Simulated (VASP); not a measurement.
Here is the system:

```
CELL_PARAMETERS angstrom
      5.76473     0.00000     0.00000
      0.00000     5.76473     0.00000
      0.00000     0.00000     5.76473
ATOMIC_POSITIONS crystal
  In 0.00000 0.00000 0.00000
  In 0.50000 0.50000 0.00000
  In 0.50000 0.00000 0.50000
  P  0.23886 0.26114 0.26114
  P  0.76114 0.73886 0.26114
  P  0.76114 0.26114 0.73886
  P  0.23886 0.73886 0.73886
  Ga 0.00000 0.50000 0.50000
```

Calculation: PBEsol GGA, VASP's PBE PAW potentials (set 64) (plane waves; VASP 6.6.1). Run with 400 eV cut-off, Gaussian smearing of 0.050 eV, potentials In_d P Ga_d.

Unless said otherwise, spin-orbit coupling is left out, though it shifts the bands of the heavy elements here.

**Question.** What does the run give for the band gap (along the path) with the smallest direct gap where there is one?

**Answer.** 
| Item | Value |
|---|---|
| band gap (along the path) | 0.78 eV |
| smallest direct gap (along the path) | 0.78 eV |

Only differences to runs with the same potentials and settings are physical.

The structure was generated: GaIn3P4 was put into an ordered model structure (P-43m), which need not be its known phase. It was relaxed first.
